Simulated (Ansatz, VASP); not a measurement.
# SnSe2 (SnSe2 (P-3m1)): VASP beside Ansatz, part 2 of 2

Wanted: the spread between two codes on one cell, functional and k mesh. The cell is taken from a series of runs on this material, whose earlier steps may have relaxed, scaled, displaced or heated it; both programs get it as it stands.

VASP 6.6.1 and Ansatz 0.2.0.

So far: The starting structure; Ansatz: relaxation of cell and atoms, r2SCAN; VASP: relaxation of cell and atoms, r2SCAN.

**3. VASP: relaxation of cell and atoms, r2SCAN (continued)**

Level of this step: r2SCAN; plane waves and PAW (Sn_d, Se) (VASP).

Numbers of over 12 decimals in the logs are rounded to 6 here.

OUTCAR, selected parts (step 3):

```text
ion  position               nearest neighbor table
   1  0.000  0.000  0.000-   3 2.72   2 2.72   2 2.72   3 2.72   2 2.72   3 2.72
   2  0.667  0.333  0.757-   1 2.72   1 2.72   1 2.72
   3  0.333  0.667  0.243-   1 2.72   1 2.72   1 2.72

  LATTYP: Found a hexagonal cell.
 ALAT       =     3.8418990000
 C/A-ratio  =     1.6881963841

 Subroutine GETGRP returns: Found 12 space group operations
 (whereof 12 operations were pure point group operations)

The static configuration has the point symmetry D_3d.

 Found     35 irreducible k-points:

   k-points           NKPTS =     35   k-points in BZ     NKDIM =     35   number of bands    NBANDS=     19

   dimension x,y,z NGX =    30 NGY =   30 NGZ =   50
   dimension x,y,z NGXF=    60 NGYF=   60 NGZF=  100

   ENCUT  =  550.0 eV  40.42 Ry    6.36 a.u.   7.35  7.35 12.40*2*pi/ulx,y,z

   NELECT =      26.0000    total number of electrons

 k-points in reciprocal lattice and weights: Automatic mesh
   0.00000000  0.00000000  0.00000000       0.004
   0.12500000  0.00000000  0.00000000       0.023
   0.25000000  0.00000000  0.00000000       0.023
   0.37500000  0.00000000  0.00000000       0.023
   0.50000000  0.00000000  0.00000000       0.012
   0.12500000  0.12500000  0.00000000       0.023
   0.25000000  0.12500000  0.00000000       0.047
   0.37500000  0.12500000  0.00000000       0.047
   0.25000000  0.25000000  0.00000000       0.023
[...]
0.25000000  0.25000000  0.50000000       0.023
   0.37500000  0.25000000  0.50000000       0.023

 average (electrostatic) potential at core
       1-109.1547       2 -58.5460       3 -58.5460

 E-fermi :   3.5453

 k-point     1 :       0.0000    0.0000    0.0000
  band No.  band energies     occupation
    ...
      9       2.4976      2.00000
     10       2.4976      2.00000
     11       2.7727      2.00000
     12       2.8347      2.00000
     13       2.8347      2.00000
     14       4.5264      0.00000
     15       6.6406      0.00000
     16       8.0942      0.00000
     17       8.0942      0.00000
     18      11.4113      0.00000
    ...

 k-point     2 :       0.1250    0.0000    0.0000
  band No.  band energies     occupation
    ...
      9       1.1847      2.00000
     10       1.9884      2.00000
     11       2.0925      2.00000
     12       2.8228      2.00000
     13       3.0069      2.00000
     14       5.3984      0.00000
     15       7.2459      0.00000
     16       7.9809      0.00000
     17       8.4057      0.00000
     18      11.3649      0.00000
    ...

 k-point     3 :       0.2500    0.0000    0.0000
  band No.  band energies     occupation
    ...
      9      -0.2852      2.00000
     10       0.9110      2.00000
     11       1.2998      2.00000
     12       2.7301      2.00000
     13       2.9680      2.00000
     14       5.2781      0.00000
     15       7.4851      0.00000
     16       8.8939      0.00000
     17       9.1583      0.00000
     18      10.2549      0.00000
    ...

  Total        0.0033247      0.0033247      0.0031203     -0.0000000     -0.0000000      0.0000000
  in kB        0.0639745      0.0639745      0.0600415     -0.0000000     -0.0000000      0.0000000
  external PRESSURE =       0.0626635 kB  Pullay stress =       0.0000000 kB

  energy-cutoff  :      550.00
  volume of cell :       83.26
      direct lattice vectors                 reciprocal lattice vectors
     3.841794583  0.000000000 -0.000000000     0.260295021  0.150281445 -0.000000000
    -1.920897791  3.327091572  0.000000000    -0.000000000  0.300562812 -0.000000000
    -0.000000000  0.000000000  6.514154313     0.000000000 -0.000000000  0.153511868

 POSITION                                       TOTAL-FORCE (eV/Angst)
 -----------------------------------------------------------------------------------
     -0.00000      0.00000      6.51415         0.000000     -0.000000     -0.000000
      1.92090      1.10903      4.93978         0.000000     -0.000000     -0.001174
      0.00000      2.21806      1.57437        -0.000000      0.000000      0.001174
 -----------------------------------------------------------------------------------
    total drift:                               -0.000345     -0.000345     -0.000000

  FREE ENERGIE OF THE ION-ELECTRON SYSTEM (eV)
  ---------------------------------------------------
  free  energy   TOTEN  =       -54.6386940432 eV

  energy  without entropy=      -54.6386940432  energy(sigma->0) =      -54.63869404

 reached required accuracy - stopping structural energy minimisation

 total charge
# of ion       s       p       d       tot
------------------------------------------
    1        1.017   1.040  10.102  12.159
    2        1.480   2.356   0.026   3.862
    3        1.480   2.356   0.026   3.862
--------------------------------------------------
tot          3.977   5.753  10.154  19.884

[... 3 further parts left out ...]
```

CONTCAR:

```
SnSe2
   1.00000000000000
     3.8417945829534248    0.0000000000167830   -0.0000000000000000
    -1.9208977914485887    3.3270915721880141    0.0000000000000001
    -0.0000000000000001    0.0000000000000002    6.5141543133800903
  Sn              Se
     1     2
Direct
     0.0000000000000000    0.0000000000000000    1.0000000000000000
     0.6666668903000001    0.3333334335000018    0.7583153917773112
     0.3333335203000019    0.6666668670000035    0.2416846082226886
```

**4. Side by side**

Known differences besides the potentials themselves: VASP keeps PBE cores, Ansatz makes them for the functional; the data sets hold 46 valence electrons in Ansatz (on its PAW soft_1 files) and 26 in VASP; the cutoff is 500 eV in Ansatz and 550 eV in VASP; Ansatz adds a Pulay correction to the stress that steers its cell, VASP none. Total energies have different zeros and are not compared.

Both answers:

| quantity | Ansatz | VASP | difference |
| --- | --- | --- | --- |
| volume (Å³) | 83.35 | 83.26 | +0.11 % |
| edge a after relaxation, in the typed setting (Å) | 3.841 | 3.842 | -0.02 % |
| edge c after relaxation, in the typed setting (Å) | 6.524 | 6.514 | +0.16 % |

**5. Summary of results**

| Item | Value |
| --- | --- |
| difference in edge c after relaxation, in the typed setting (relaxation of cell and atoms, r2SCAN) | 0.16 % |

The difference in edge c after relaxation, in the typed setting is 0.16 % (relaxation of cell and atoms, r2SCAN), within the 1.2 % picked in this series as the mark of a large difference, as far as the stopping tolerances let one tell. The data sets hold unlike numbers of valence electrons (46 in Ansatz and 26 in VASP), so part of the differences comes from the potentials. Such differences can come from data sets, numerical settings and the points named under the comparisons, not from the functional's error against experiment.

[Lines on the potential files, build, host, timing and source positions are cut from VASP's logs without a mark.]

[Logs are printed without paths, hosts, clocks, repeated set-up lines and the standing remarks that a program may print on its own settings, such as how far it seeks lower states.]

[Hosts, paths, dates, database ids (printed as entryN), source tags and the programs' standing remarks are cut or masked in the printed files.]
